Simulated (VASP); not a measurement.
Level of theory: PBE GGA, VASP's PBE PAW potentials (set 64) (plane waves; VASP).

Input for VASP

### INCAR
```
EDIFF = 1E-6
LWAVE = F
LREAL = F
ALGO = Normal   ! blocked Davidson
NELM = 100   ! most electronic steps
ENCUT = 300
SYSTEM = NbAs
LASPH = T
ISIF = 2   ! forces and stress, cell fixed
LMAXMIX = 4   ! l cut-off of mixed one-centre charges
PREC = Accurate
GGA = PE
SIGMA = 0.1   ! width (eV)
ISMEAR = 0
LCHARG = F
```

KPOINTS:
```
Automatic mesh
0
G
8 8 8
0 0 0
```

POSCAR:
```
NbAs
1
   -1.6743140000     1.6743140000     5.7041760000
    1.6743140000    -1.6743140000     5.7041760000
    1.6743140000     1.6743140000    -5.7041760000
Nb As
2 2
Direct
  0.7497200000   0.7497200000   0.0000000000
  0.4997200000   0.9997200000   0.5000000000
  0.1672800000   0.1672800000   0.0000000000
  0.9172800000   0.4172800000   0.5000000000
```

POTCAR, in this order: Nb_sv As (PBE.64 set). Program: vasp_std.

Output of the run:

File OSZICAR:
```
       N       E                     dE             d eps       ncg     rms          rms(c)
DAV:   1     0.246413609218E+03    0.24641E+03   -0.14910E+04  2732   0.109E+03
DAV:   2    -0.111534741257E+02   -0.25757E+03   -0.25296E+03  3232   0.424E+02
DAV:   3    -0.327888393909E+02   -0.21635E+02   -0.21442E+02  4864   0.900E+01
DAV:   4    -0.336992379728E+02   -0.91040E+00   -0.90905E+00  3602   0.174E+01
DAV:   5    -0.337400668598E+02   -0.40829E-01   -0.40808E-01  4394   0.360E+00    0.129E+01
DAV:   6    -0.320916370689E+02    0.16484E+01   -0.80115E+00  3770   0.186E+01    0.420E+00
DAV:   7    -0.320863981717E+02    0.52389E-02   -0.41331E-01  4438   0.343E+00    0.230E+00
DAV:   8    -0.320775937088E+02    0.88045E-02   -0.43792E-02  3362   0.137E+00    0.348E-01
DAV:   9    -0.320772935186E+02    0.30019E-03   -0.63548E-03  4234   0.572E-01    0.205E-01
DAV:  10    -0.320773761515E+02   -0.82633E-04   -0.48949E-04  3244   0.224E-01    0.269E-02
DAV:  11    -0.320773625524E+02    0.13599E-04   -0.12203E-04  4652   0.586E-02    0.134E-02
DAV:  12    -0.320773582306E+02    0.43218E-05   -0.66396E-06  3426   0.233E-02    0.541E-03
DAV:  13    -0.320773574672E+02    0.76340E-06   -0.39408E-07  2354   0.541E-03
   1 F= -.32077357E+02 E0= -.32074695E+02  d E =-.532575E-02
```

File OUTCAR:
```
------------------------ aborting loop because EDIFF is reached ----------------------------------------
  FORCE on cell =-STRESS in cart. coord.  units (eV):
  Direction    XX          YY          ZZ          XY          YZ          ZX
  --------------------------------------------------------------------------------------
  Total        8.9244354      8.9244354      7.3275658      0.0000000      0.0000000      0.0000000
  in kB      223.5448189    223.5448189    183.5454340      0.0000000      0.0000000      0.0000000
  external PRESSURE =     210.2116906 kB  Pullay stress =       0.0000000 kB
  volume of cell :       63.96
      direct lattice vectors                 reciprocal lattice vectors
    -1.674314000  1.674314000  5.704176000     0.000000000  0.298629767  0.087655079
     1.674314000 -1.674314000  5.704176000     0.298629767  0.000000000  0.087655079
     1.674314000  1.674314000 -5.704176000     0.298629767  0.298629767  0.000000000
 POSITION                                       TOTAL-FORCE (eV/Angst)
 -----------------------------------------------------------------------------------
      0.00000      0.00000      8.55307        -0.000000      0.000000     -0.096842
      1.67431      0.00000      5.70098         0.000000     -0.000000     -0.096842
      0.00000      0.00000      1.90839        -0.000000     -0.000000      0.096842
      0.00000      1.67431      4.76048         0.000000      0.000000      0.096842
 -----------------------------------------------------------------------------------
    total drift:                               -0.000001     -0.000001      0.000562
  FREE ENERGIE OF THE ION-ELECTRON SYSTEM (eV)
  ---------------------------------------------------
  free  energy   TOTEN  =       -32.0773574672 eV

  energy  without entropy=      -32.0720317202  energy(sigma->0) =      -32.07469459
```
(Selected blocks of OUTCAR.)

At this cut-off the stress carries a Pulay error, which pulls relaxed volumes low.

The structure comes from a computed database's NbAs entry; how it stands against other phases isn't given here. The cell was not relaxed at this level, and its volume differs by -5.9 % from the start's. The k-mesh is coarse (spacing up to 0.33 per Å, 2π included), so the numbers may not be converged in it.
